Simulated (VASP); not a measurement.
# Sb3I2 (Pm-3m) in VASP: notebook, part 2 of 2

VASP 6.6.1. The steps go on from the part before.

### Step 3. Relaxation of cell and atoms, PBE, target pressure 10 GPa, at which the enthalpy is minimised

Input file INCAR:

```
  PREC = Accurate
  ENCUT = 600
  EDIFF = 1E-6
  ISMEAR = -1
  SIGMA = 0.05
  LREAL = F
  LASPH = T
  NELM = 100
  ALGO = Fast
  ISIF = 3
  LWAVE = F
  LCHARG = F
  GGA = PE
  IBRION = 2
  NSW = 40
  EDIFFG = -0.01
  PSTRESS = 100
```

Input file KPOINTS:

```
Automatic mesh
0
Gamma
  4 4 4
```

Input file POSCAR:

```
Sb3I2
1.0
    5.8734900000      0.0000000000      0.0000000000
    0.0000000000      5.8734900000      0.0000000000
    0.0000000000      0.0000000000      5.8734900000
Sb I
3 2
Direct
    0.5000000000      0.0000000000      0.0000000000
    0.0000000000      0.5000000000      0.0000000000
    0.0000000000      0.0000000000      0.5000000000
    0.0000000000      0.0000000000      0.0000000000
    0.5000000000      0.5000000000      0.5000000000
```

Potentials or basis: VASP PAW PBE potentials, release 64 (Sb, I).

Command:

```
> cat potpaw_PBE.64/Sb/POTCAR potpaw_PBE.64/I/POTCAR > POTCAR
> mpirun -np 1 vasp_std > vasp.out
```

OUTCAR:

```text
PREC = Accurate
   ENCUT = 600
   EDIFF = 1E-6
   ISMEAR = -1
   LREAL = F
   LASPH = T
   NELM = 100
   ISIF = 3
   GGA = PE
   IBRION = 2
   NSW = 40
   EDIFFG = -0.01
   PSTRESS = 100

 ion  position               nearest neighbor table
   1  0.500  0.000  0.000-   4 2.94   4 2.94
   2  0.000  0.500  0.000-   4 2.94   4 2.94
   3  0.000  0.000  0.500-   4 2.94   4 2.94
   4  0.000  0.000  0.000-   1 2.94   2 2.94   3 2.94   3 2.94   2 2.94   1 2.94
   5  0.500  0.500  0.500-

  LATTYP: Found a simple cubic cell.
 ALAT       =     5.8734900000

  Lattice vectors:

 A1 = (   5.8734900000,   0.0000000000,   0.0000000000)
 A2 = (   0.0000000000,   5.8734900000,   0.0000000000)
 A3 = (   0.0000000000,   0.0000000000,   5.8734900000)

Analysis of symmetry for initial positions (statically):
=====================================================================
 Subroutine PRICEL returns:
 Original cell was already a primitive cell.

 Routine SETGRP: Setting up the symmetry group for a
 simple cubic supercell.

 Subroutine GETGRP returns: Found 48 space group operations
 (whereof 48 operations were pure point group operations)
 out of a pool of 48 trial point group operations.

The static configuration has the point symmetry O_h .

Analysis of symmetry for dynamics (positions and initial velocities):
[... 131 lines left out ...]
   LEPSILON=     F    determine dielectric tensor
   LRPA    =     F    only Hartree local field effects (RPA)
 conjugate gradient relaxation of ions
 non-spin polarized calculation
 RMM-DIIS sequential band-by-band and
  energy-cutoff  :      600.00
  volume of cell :      202.62
 maximum number of plane-waves:      6816
 NGX is ok and might be reduce to    48
   NGX = 23   NGY = 23   NGZ = 23

--------------------------------------- Ionic step        1  -------------------------------------------

 number of electron      28.9999996 magnetization

 Free energy of the ion-electron system (eV)
  ---------------------------------------------------
  ext. energy  EPLUGINS =         0.00000000
  ---------------------------------------------------
  free energy    TOTEN  =       -10.52654578 eV

  energy without entropy =      -10.45778637  energy(sigma->0) =      -10.49216608

 E-fermi :   3.7758     XC(G=0):  -8.3171

 val. band max:        3.7557789841   @ k =   0.5000   0.2500   0.2500
 cond. band min:       3.8037730698   @ k =   0.5000   0.0000   0.0000
 fundamental gap:      0.0479940856
 Fermi energy:         3.7757583515

 k-point     1 :       0.0000    0.0000    0.0000
  band No.  band energies     occupation
      1     -11.1480      2.00000
      2      -7.9671      2.00000
      3      -4.4671      2.00000
      4      -4.4671      2.00000
      5      -4.0653      2.00000
      6      -2.2847      2.00000
[... 321 lines left out ...]
--------------------------------------- Ionic step        4  -------------------------------------------

 number of electron      29.0000002 magnetization

 Free energy of the ion-electron system (eV)
  ---------------------------------------------------
  ext. energy  EPLUGINS =         0.00000000
  ---------------------------------------------------
  free energy    TOTEN  =        -9.47325263 eV

  energy without entropy =       -9.43661197  energy(sigma->0) =       -9.45493230

 E-fermi :   6.0637     XC(G=0):  -9.2350

 val. band max:        6.0292817917   @ k =   0.5000   0.0000   0.0000
 cond. band min:       6.1239660101   @ k =   0.0000   0.0000   0.0000
 fundamental gap:      0.0946842184
 Fermi energy:         6.0637051936

 k-point     1 :       0.0000    0.0000    0.0000
  band No.  band energies     occupation
      1     -10.1477      2.00000
      2      -6.2633      2.00000
      3      -2.3322      2.00000
      4      -2.3322      2.00000
      5      -1.4423      2.00000
      6      -1.3425      2.00000
[... 235 lines left out ...]
  energy  without entropy=       -9.4366119682  energy(sigma->0) =       -9.45493230

  enthalpy is  TOTEN    =         0.7046410590 eV   P V=       10.1778936928

 reached required accuracy - stopping structural energy minimisation
```

OSZICAR:

```text
N       E                     dE             d eps       ncg     rms          rms(c)
DAV:   1     0.178868241363E+03    0.17887E+03   -0.10651E+04   360   0.138E+03
DAV:   2     0.397375664641E+01   -0.17489E+03   -0.17307E+03   516   0.193E+02
DAV:   3    -0.103569152224E+02   -0.14331E+02   -0.14007E+02   406   0.637E+01
[... 46 lines left out ...]
RMM:   3    -0.947329758846E+01    0.29324E-03   -0.71261E-04   360   0.134E-01    0.655E-02
RMM:   4    -0.947326160458E+01    0.35984E-04   -0.14336E-04   362   0.654E-02    0.567E-02
RMM:   5    -0.947325297310E+01    0.86315E-05   -0.32889E-05   364   0.345E-02    0.123E-02
RMM:   6    -0.947325259735E+01    0.37575E-06   -0.12924E-05   355   0.195E-02    0.123E-02
RMM:   7    -0.947325263387E+01   -0.36522E-07   -0.26396E-06   210   0.100E-02
   4 F= 0.70464106E+00 E0= 0.72296139E+00  d E =-.141554E+01
```

It took 1.7 min on 1 thread of Intel Xeon Platinum 8488C (Sapphire Rapids), shared host; peak memory 0.35 GiB.

Results:

| Quantity | Value |
| --- | --- |
| Free energy | -9.4733 eV |
| Relaxed volume | 32.61 Å³/atom |
| Relaxed cell | a = 5.463 Å, b = 5.463 Å, c = 5.463 Å, α = 90.00°, β = 90.00°, γ = 90.00° |
| Space group after relaxing (to 0.05 Å) | Pm-3m (No. 221) |
| Energy change on relaxing (the enthalpy is what falls) | +210.7 meV/atom |
| Ionic steps | 4 |
| Pressure after relaxing | 10.0 GPa |

The path:
```
step  energy change (eV)  largest force (eV/Å)  pressure (GPa)  volume (Å³)
   1              0.0000                0.0000            0.43       202.62
   2              3.4523                0.0000           24.71       139.63
   3              1.0091                0.0000            9.68       163.79
   4              1.0533                0.0000            9.98       163.07
```

Final structure:
```
Sb I
1.0
     5.46331    0.00000    0.00000
     0.00000    5.46331    0.00000
     0.00000    0.00000    5.46331
Sb I
3 2
Direct
  0.50000 0.00000 0.00000
  0.00000 0.50000 0.00000
  0.00000 0.00000 0.50000
  0.00000 0.00000 0.00000
  0.50000 0.50000 0.50000
```

Caveat: the cell is relaxed towards a set pressure, so the enthalpy falls and the energy may rise; the volume moved by over 15 % at a fixed basis, so the end points are rough; the bands computed are all filled at some k points, so no gap is given. The run has no spin-orbit coupling, so splittings on I, Sb are missing.

### Step 4. Relaxation of cell and atoms, PBE, target pressure 20 GPa, at which the enthalpy is minimised

Changes to INCAR since step 3:

```diff
@@ -16,2 +16,2 @@
   EDIFFG = -0.01
-  PSTRESS = 100
+  PSTRESS = 200
```

KPOINTS is that of step 3.

POSCAR is that of step 3.

Command:

```
> cat potpaw_PBE.64/Sb/POTCAR potpaw_PBE.64/I/POTCAR > POTCAR
> mpirun -np 1 vasp_std > vasp.out
```

Run time: 4.2 min. Hardware: 1 thread of Intel Xeon Platinum 8488C (Sapphire Rapids), shared host; peak memory 0.36 GiB.

It converged, with:

```yaml
Free_energy: -7.8647 eV
Relaxed_volume: 29.06 Å³/atom
Relaxed_cell: a = 5.257 Å, b = 5.257 Å, c = 5.257 Å, α = 90.00°, β = 90.00°, γ = 90.00°
Space_group_after_relaxing_to_0.05_Å: Pm-3m (No. 221)
Energy_change_on_relaxing_the_enthalpy_is_what_falls: +532.4 meV/atom
Ionic_steps: 16
Pressure_after_relaxing: 20.0 GPa
Band_gap_on_the_k_mesh: none (metal or under the smearing width)
```

The path:
```tsv
step	energy change (eV)	largest force (eV/Å)	pressure (GPa)	volume (Å³)
1	0.0000	0.0000	0.43	202.62
2	24.8454	0.0000	147.93	89.39
3	1.8973	0.0000	15.38	152.27
4	2.3424	0.0000	18.10	148.00
5	2.6682	0.0000	20.06	145.26
6	2.5424	0.0000	19.30	146.28
7	2.5498	0.0000	19.34	146.22
8	2.5723	0.0000	19.47	146.04
9	2.5727	0.0000	19.48	146.03
10	2.5740	0.0000	19.48	146.02
11	2.5764	0.0000	19.50	146.00
12	2.5814	0.0000	19.53	145.96
13	2.5914	0.0000	19.59	145.88
14	2.6115	0.0000	19.71	145.72
15	2.6519	0.0000	19.94	145.39
16	2.6618	0.0000	20.01	145.31
```

Final structure:
```cif
data_structure
_symmetry_space_group_name_H-M 'P 1'
_symmetry_Int_Tables_number 1
_cell_length_a 5.2573
_cell_length_b 5.2573
_cell_length_c 5.2573
_cell_angle_alpha 90.000
_cell_angle_beta 90.000
_cell_angle_gamma 90.000
_cell_volume 145.31
loop_
_atom_site_label
_atom_site_type_symbol
_atom_site_fract_x
_atom_site_fract_y
_atom_site_fract_z
_atom_site_occupancy
Sb1 Sb 0.50000 0.00000 0.00000 1
Sb2 Sb 0.00000 0.50000 0.00000 1
Sb3 Sb 0.00000 0.00000 0.50000 1
I1 I 0.00000 0.00000 0.00000 1
I2 I 0.50000 0.50000 0.50000 1
```

Levels at points of the mesh, in eV from the Fermi level:
```csv
k point,band 10,band 11,band 12,band 13,band 14,band 15,band 16,band 17,band 18
"(0.00, 0.00, 0.00)",-3.04,-3.04,-0.01,-0.01,-0.01,1.45,1.45,1.45,2.92
"(0.50, 0.00, 0.00)",-2.17,-2.08,-0.99,-0.23,-0.23,-0.20,-0.11,-0.11,0.16
"(0.50, 0.50, 0.00)",-2.60,-1.87,-1.87,-1.54,-1.54,-0.67,0.47,1.32,1.32
"(0.50, 0.50, 0.50)",-1.67,-1.67,-0.62,-0.62,-0.02,-0.02,-0.02,1.22,2.30
```

Caveat: the cell is relaxed towards a set pressure, so the enthalpy falls and the energy may rise; the volume moved by over 15 % at a fixed basis, so the end points are rough; an odd number of electrons without spin polarisation forces a metal; a magnetic or distorted state may lie lower. Spin-orbit coupling is left out, which matters for the levels of I, Sb.

### Step 5. Relaxation of cell and atoms, PBE, target pressure 30 GPa, at which the enthalpy is minimised

Changes to INCAR since step 4:

```diff
@@ -16,2 +16,2 @@
   EDIFFG = -0.01
-  PSTRESS = 200
+  PSTRESS = 300
```

KPOINTS is that of step 4.

POSCAR is that of step 4.

Potentials or basis: VASP PAW PBE potentials, release 64 (Sb, I).

Command:

```
> cat potpaw_PBE.64/Sb/POTCAR potpaw_PBE.64/I/POTCAR > POTCAR
> mpirun -np 1 vasp_std > vasp.out
```

OUTCAR:

```text
PREC = Accurate
   ENCUT = 600
   EDIFF = 1E-6
   ISMEAR = -1
   LREAL = F
   LASPH = T
   NELM = 100
   ISIF = 3
   GGA = PE
   IBRION = 2
   NSW = 40
   EDIFFG = -0.01
   PSTRESS = 300

 ion  position               nearest neighbor table
   1  0.500  0.000  0.000-   4 2.94   4 2.94
   2  0.000  0.500  0.000-   4 2.94   4 2.94
   3  0.000  0.000  0.500-   4 2.94   4 2.94
   4  0.000  0.000  0.000-   1 2.94   2 2.94   3 2.94   3 2.94   2 2.94   1 2.94
   5  0.500  0.500  0.500-

  LATTYP: Found a simple cubic cell.
 ALAT       =     5.8734900000

  Lattice vectors:

 A1 = (   5.8734900000,   0.0000000000,   0.0000000000)
 A2 = (   0.0000000000,   5.8734900000,   0.0000000000)
 A3 = (   0.0000000000,   0.0000000000,   5.8734900000)

Analysis of symmetry for initial positions (statically):
=====================================================================
[... 167 lines left out ...]

 E-fermi :   3.7758     XC(G=0):  -8.3171

 val. band max:        3.7557789841   @ k =   0.5000   0.2500   0.2500
 cond. band min:       3.8037730698   @ k =   0.5000   0.0000   0.0000
 fundamental gap:      0.0479940856
 Fermi energy:         3.7757583515
[... 749 lines left out ...]
      5      -3.2496      2.00000
      6       2.7016      2.00000
[... 10 lines left out ...]
     17       8.7971      0.00000
     18       9.8625      0.00000

[... ionic steps 4 to 16 ...]

--------------------------------------- Ionic step       17  -------------------------------------------

 number of electron      28.9999999 magnetization

------------------------ aborting loop because EDIFF is reached ----------------------------------------
[... 77 lines left out ...]
--------------------------------------- Ionic step       19  -------------------------------------------

 number of electron      28.9999999 magnetization

 Free energy of the ion-electron system (eV)
  ---------------------------------------------------
  ext. energy  EPLUGINS =         0.00000000
  ---------------------------------------------------
  free energy    TOTEN  =        -6.16130518 eV

  energy without entropy =       -6.12854270  energy(sigma->0) =       -6.14492394

 E-fermi :   8.4846     XC(G=0): -10.0947

 val. band max:        8.4295382337   @ k =   0.0000   0.0000   0.0000
 cond. band min:       8.5267601946   @ k =   0.5000   0.5000   0.5000
 fundamental gap:      0.0972219609
 Fermi energy:         8.4846229588
[... 244 lines left out ...]
  energy  without entropy=       -6.1285427025  energy(sigma->0) =       -6.14492394

  enthalpy is  TOTEN    =        18.9792929906 eV   P V=       25.1405981719

 reached required accuracy - stopping structural energy minimisation
```

OSZICAR:

```text
N       E                     dE             d eps       ncg     rms          rms(c)
DAV:   1     0.178868241363E+03    0.17887E+03   -0.10651E+04   360   0.138E+03
DAV:   2     0.397375664641E+01   -0.17489E+03   -0.17307E+03   516   0.193E+02
DAV:   3    -0.103569152224E+02   -0.14331E+02   -0.14007E+02   406   0.637E+01
DAV:   4    -0.109034887415E+02   -0.54657E+00   -0.51690E+00   476   0.125E+01
[... 138 lines left out ...]
       N       E                     dE             d eps       ncg     rms          rms(c)
DAV:   1    -0.616139467288E+01    0.28797E-01   -0.20269E-03   364   0.218E-01    0.727E-02
RMM:   2    -0.616132287666E+01    0.71796E-04   -0.12923E-04   360   0.599E-02    0.279E-02
RMM:   3    -0.616130599243E+01    0.16884E-04   -0.48136E-05   360   0.357E-02    0.167E-02
RMM:   4    -0.616130518131E+01    0.81112E-06   -0.89733E-06   352   0.172E-02
  19 F= 0.18979293E+02 E0= 0.18995674E+02  d E =-.292225E-03
```

CONTCAR:

```text
Sb3I2
   1.00000000000000
     5.1206093488293103    0.0000000000000000   -0.0000000000000000
     0.0000000000000000    5.1206093488293103    0.0000000000000000
    -0.0000000000000000    0.0000000000000001    5.1206093488293085
  Sb              I
     3     2
Direct
     0.5000000000000000    0.0000000000000000    0.0000000000000000
     1.0000000000000000    0.5000000000000000    0.0000000000000000
     0.0000000000000000    0.0000000000000000    0.5000000000000000
     0.0000000000000000    0.0000000000000000    0.0000000000000000
     0.5000000000000000    0.5000000000000000    0.5000000000000000

  0.00000000E+00  0.00000000E+00  0.00000000E+00
  0.00000000E+00  0.00000000E+00  0.00000000E+00
  0.00000000E+00  0.00000000E+00  0.00000000E+00
  0.00000000E+00  0.00000000E+00  0.00000000E+00
  0.00000000E+00  0.00000000E+00  0.00000000E+00
```

Run time: 4.6 min. Hardware: 1 thread of Intel Xeon Platinum 8488C (Sapphire Rapids), shared host; peak memory 0.36 GiB.

What came out:

| Quantity | Value |
| --- | --- |
| Free energy | -6.1613 eV |
| Relaxed volume | 26.85 Å³/atom |
| Relaxed cell | a = 5.121 Å, b = 5.121 Å, c = 5.121 Å, α = 90.00°, β = 90.00°, γ = 90.00° |
| Space group after relaxing (to 0.05 Å) | Pm-3m (No. 221) |
| Energy change on relaxing (the enthalpy is what falls) | +873.0 meV/atom |
| Ionic steps | 19 |
| Pressure after relaxing | 30.0 GPa |
| Band gap on the k mesh | none (metal or under the smearing width) |

The path:
```csv
step,energy change (eV),largest force (eV/Å),pressure (GPa),volume (Å³)
1,0.0000,0.0000,0.43,202.62
2,108.0379,0.0000,785.95,52.92
3,2.0400,0.0000,16.28,150.82
4,2.7824,0.0000,20.74,144.36
5,4.5290,0.0000,30.99,133.40
6,4.3021,0.0000,29.66,134.60
7,4.3035,0.0000,29.66,134.60
8,4.3076,0.0000,29.68,134.57
9,4.3077,0.0000,29.69,134.57
10,4.3077,0.0000,29.69,134.57
11,4.3078,0.0000,29.69,134.57
12,4.3081,0.0000,29.69,134.57
13,4.3085,0.0000,29.69,134.57
14,4.3094,0.0000,29.70,134.57
15,4.3112,0.0000,29.70,134.56
16,4.3148,0.0000,29.72,134.54
17,4.3220,0.0000,29.76,134.50
18,4.3364,0.0000,29.85,134.42
19,4.3652,0.0000,30.01,134.27
```

Final structure:
```
Sb I
1.0
     5.12061    0.00000    0.00000
     0.00000    5.12061    0.00000
     0.00000    0.00000    5.12061
Sb I
3 2
Cartesian
  2.5603 0.0000 0.0000
  5.1206 2.5603 0.0000
  0.0000 0.0000 2.5603
  0.0000 0.0000 0.0000
  2.5603 2.5603 2.5603
```

Caveat: the cell is relaxed towards a set pressure, so the enthalpy falls and the energy may rise; the volume moved by over 15 % at a fixed basis, so the end points are rough; an odd number of electrons without spin polarisation forces a metal; a magnetic or distorted state may lie lower. Spin-orbit coupling is left out, which matters for the levels of I, Sb.

### Step 6. Summary

| cell | target pressure | gap on the mesh (eV) | pressure (GPa) |
| --- | --- | --- | --- |
| relaxed to 5 GPa | 5 GPa | - | 5.0 |
| relaxed to 10 GPa | 10 GPa | - | 10.0 |
| relaxed to 20 GPa | 20 GPa | none | 20.0 |
| relaxed to 30 GPa | 30 GPa | none | 30.0 |

Alike in all rows: task relaxation of cell and atoms; level PBE; potentials or basis VASP PAW PBE potentials, release 64 (Sb, I); no spin polarisation; k mesh 4 × 4 × 4; cutoff (eV) 600; smearing fermi-dirac 0.05 eV.

Caveats: the cell is relaxed towards a set pressure, so the enthalpy falls and the energy may rise; the volume moved by over 15 % at a fixed basis, so the end points are rough (some runs); the bands computed are all filled at some k points, so no gap is given (some runs); an odd number of electrons without spin polarisation forces a metal (some runs); a magnetic or distorted state may lie lower (some runs).

Total energies depend on the potentials used, so only differences within one code and one set of settings carry meaning.
